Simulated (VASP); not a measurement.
Calculation: PBEsol GGA, VASP's PBE PAW potentials (set 64) (plane waves; VASP).

VASP ran on this input.

POSCAR:
```
Cd4SSe3
1
    2.1324274642    -3.6934725451    -0.0000000000
    2.1324274642     3.6934725451     0.0000000000
   -0.0000000000     0.0000000000    13.8475499678
Cd Se S
4 3 1
Direct
  0.6666670000   0.3333330000   0.2525982829
  0.3333330000   0.6666670000   0.9980431566
  0.6666670000   0.3333330000   0.7422979166
  0.3333330000   0.6666670000   0.5079428152
  0.6666670000   0.3333330000   0.4422557923
  0.3333330000   0.6666670000   0.1878278226
  0.6666670000   0.3333330000   0.9327975190
  0.3333330000   0.6666670000   0.6902366948
```

INCAR:
```
SYSTEM=Cd4SSe3
PREC=Accurate; ENCUT=400; LREAL=.FALSE.
LASPH=.TRUE.
EDIFF=1E-6; NELM=100; ALGO=Normal
LMAXMIX=4
ISMEAR=0; SIGMA=0.05
GGA=PS
IBRION=2; NSW=60; ISIF=3
EDIFFG=-0.02
LWAVE=.FALSE.; LCHARG=.FALSE.
```

KPOINTS:
```
Automatic mesh
0
Gamma
6 6 2
0 0 0
```

POTCAR, in this order: Cd Se S (PBE.64 set). Program: vasp_std.

Output of the run:

OSZICAR:
```
       N       E                     dE             d eps       ncg     rms          rms(c)
DAV:   1     0.445421211246E+03    0.44542E+03   -0.30073E+04  1204   0.124E+03
DAV:   2     0.668815254499E+00   -0.44475E+03   -0.43650E+03  1350   0.336E+02
DAV:   3    -0.266081614869E+02   -0.27277E+02   -0.27170E+02  1410   0.829E+01
DAV:   4    -0.269326723236E+02   -0.32451E+00   -0.32402E+00  1370   0.845E+00
DAV:   5    -0.269369526471E+02   -0.42803E-02   -0.42782E-02  1399   0.938E-01    0.135E+01
DAV:   6    -0.253581223354E+02    0.15788E+01   -0.38629E+00  1468   0.155E+01    0.105E+01
DAV:   7    -0.253100092328E+02    0.48113E-01   -0.16021E+00  1305   0.529E+00    0.346E+00
DAV:   8    -0.252841132496E+02    0.25896E-01   -0.26117E-01  1385   0.394E+00    0.777E-01
DAV:   9    -0.252837232166E+02    0.39003E-03   -0.29504E-02  1305   0.153E+00    0.228E-01
DAV:  10    -0.252836487199E+02    0.74497E-04   -0.26088E-03  1399   0.406E-01    0.893E-02
DAV:  11    -0.252837645328E+02   -0.11581E-03   -0.24989E-04  1305   0.902E-02    0.414E-02
DAV:  12    -0.252838250000E+02   -0.60467E-04   -0.73309E-05  1310   0.452E-02    0.192E-02
DAV:  13    -0.252838343833E+02   -0.93833E-05   -0.86135E-06  1281   0.143E-02    0.933E-03
DAV:  14    -0.252838355927E+02   -0.12094E-05   -0.35925E-06  1007   0.997E-03    0.433E-03
DAV:  15    -0.252838358510E+02   -0.25833E-06   -0.83095E-07   725   0.510E-03
   1 F= -.25283836E+02 E0= -.25283836E+02  d E =-.252838E+02
       N       E                     dE             d eps       ncg     rms          rms(c)
DAV:   1    -0.252891960422E+02   -0.53604E-02   -0.26491E-01  1228   0.288E+00    0.458E-01
DAV:   2    -0.252857437803E+02    0.34523E-02   -0.10160E-02  1348   0.804E-01    0.195E-01
DAV:   3    -0.252847982785E+02    0.94550E-03   -0.13842E-03  1352   0.215E-01    0.126E-01
DAV:   4    -0.252845363828E+02    0.26190E-03   -0.42646E-04  1322   0.128E-01    0.301E-02
DAV:   5    -0.252845259198E+02    0.10463E-04   -0.79661E-05  1376   0.670E-02    0.207E-02
DAV:   6    -0.252845267069E+02   -0.78713E-06   -0.68222E-06  1313   0.153E-02
   2 F= -.25284527E+02 E0= -.25284527E+02  d E =-.690856E-03
       N       E                     dE             d eps       ncg     rms          rms(c)
DAV:   1    -0.252845649212E+02   -0.39001E-04   -0.19655E-03  1228   0.247E-01    0.407E-02
DAV:   2    -0.252845387708E+02    0.26150E-04   -0.77760E-05  1353   0.714E-02    0.175E-02
DAV:   3    -0.252845315248E+02    0.72460E-05   -0.10446E-05  1347   0.187E-02    0.113E-02
DAV:   4    -0.252845288002E+02    0.27245E-05   -0.31390E-06  1069   0.111E-02    0.255E-03
DAV:   5    -0.252845286267E+02    0.17353E-06   -0.65404E-07   674   0.635E-03
   3 F= -.25284529E+02 E0= -.25284529E+02  d E =-.692776E-03
       N       E                     dE             d eps       ncg     rms          rms(c)
DAV:   1    -0.252845310685E+02   -0.22682E-05   -0.10508E-04  1231   0.572E-02    0.935E-03
DAV:   2    -0.252845294674E+02    0.16011E-05   -0.42626E-06  1244   0.168E-02    0.410E-03
DAV:   3    -0.252845291267E+02    0.34062E-06   -0.52891E-07   668   0.434E-03
   4 F= -.25284529E+02 E0= -.25284529E+02  d E =-.693276E-03
       N       E                     dE             d eps       ncg     rms          rms(c)
DAV:   1    -0.252845344418E+02   -0.49745E-05   -0.29144E-04  1228   0.964E-02    0.156E-02
DAV:   2    -0.252845299637E+02    0.44781E-05   -0.11365E-05  1372   0.273E-02    0.670E-03
DAV:   3    -0.252845289134E+02    0.10503E-05   -0.15235E-06   650   0.743E-03    0.467E-03
DAV:   4    -0.252845288798E+02    0.33593E-07   -0.76569E-07   653   0.563E-03
   5 F= -.25284529E+02 E0= -.25284529E+02  d E =-.693029E-03
       N       E                     dE             d eps       ncg     rms          rms(c)
DAV:   1    -0.252846718154E+02   -0.14290E-03   -0.18327E-02  1216   0.659E-01    0.546E-02
DAV:   2    -0.252846284909E+02    0.43325E-04   -0.28526E-04  1401   0.111E-01    0.256E-02
DAV:   3    -0.252846127354E+02    0.15755E-04   -0.21657E-05  1351   0.280E-02    0.164E-02
DAV:   4    -0.252846070385E+02    0.56970E-05   -0.60517E-06  1337   0.155E-02    0.479E-03
DAV:   5    -0.252846065466E+02    0.49188E-06   -0.12081E-06   668   0.773E-03
   6 F= -.25284607E+02 E0= -.25284607E+02  d E =-.776668E-04
```

OUTCAR:
```
------------------------ aborting loop because EDIFF is reached ----------------------------------------
  FORCE on cell =-STRESS in cart. coord.  units (eV):
  Direction    XX          YY          ZZ          XY          YZ          ZX
  --------------------------------------------------------------------------------------
  Total        0.0010691      0.0010691      0.0158737      0.0000000     -0.0000000      0.0000000
  in kB        0.0078623      0.0078623      0.1167418      0.0000000     -0.0000000      0.0000000
  external PRESSURE =       0.0441554 kB  Pullay stress =       0.0000000 kB
  volume of cell :      217.85
      direct lattice vectors                 reciprocal lattice vectors
     2.129098425 -3.687706481 -0.000000000     0.234841186 -0.135585628 -0.000000000
     2.129098425  3.687706481  0.000000000     0.234841186  0.135585628  0.000000000
     0.000000000 -0.000000000 13.873316545     0.000000000 -0.000000000  0.072080818
 POSITION                                       TOTAL-FORCE (eV/Angst)
 -----------------------------------------------------------------------------------
      2.12910     -1.22924      3.50435         0.000000      0.000000      0.018208
      2.12910      1.22924     13.84450        -0.000000     -0.000000      0.000226
      2.12910     -1.22924     10.29803         0.000000      0.000000      0.008515
      2.12910      1.22924      7.04654         0.000000     -0.000000      0.012359
      2.12910     -1.22924      6.13848         0.000000      0.000000      0.001836
      2.12910      1.22924      2.60518        -0.000000      0.000000     -0.016962
      2.12910     -1.22924     12.94112        -0.000000     -0.000000     -0.013180
      2.12910      1.22924      9.57553        -0.000000     -0.000000     -0.011003
 -----------------------------------------------------------------------------------
    total drift:                               -0.000000     -0.000442      0.001103
  FREE ENERGIE OF THE ION-ELECTRON SYSTEM (eV)
  ---------------------------------------------------
  free  energy   TOTEN  =       -25.2846065466 eV

  energy  without entropy=      -25.2846065466  energy(sigma->0) =      -25.28460655

 reached required accuracy - stopping structural energy minimisation
```
(Selected blocks of OUTCAR.)

### CONTCAR
```
Cd4SSe3
   1.00000000000000
     2.1290984251013132   -3.6877064810197799   -0.0000000000000000
     2.1290984251013132    3.6877064810197799    0.0000000000000000
     0.0000000000000000   -0.0000000000000000   13.8733165453416731
  Cd              Se              S
     4     3     1
Direct
     0.6666669999999968    0.3333330000000032    0.2525966685610872
     0.3333330000000032    0.6666669999999968    0.9979230362715081
     0.6666669999999968    0.3333330000000032    0.7422907486160821
     0.3333330000000032    0.6666669999999968    0.5079206987526762
     0.6666669999999968    0.3333330000000032    0.4424666578298179
     0.3333330000000032    0.6666669999999968    0.1877836914147092
     0.6666669999999968    0.3333330000000032    0.9328063789700733
     0.3333330000000032    0.6666669999999968    0.6902121195840508
```

The structure was generated: Cd4SSe3 was put into an ordered model structure (P3m1), which need not be its known phase. This run relaxes it. Symmetry was kept, so distortions that lower it aren't found. The start is the result of an earlier pass.
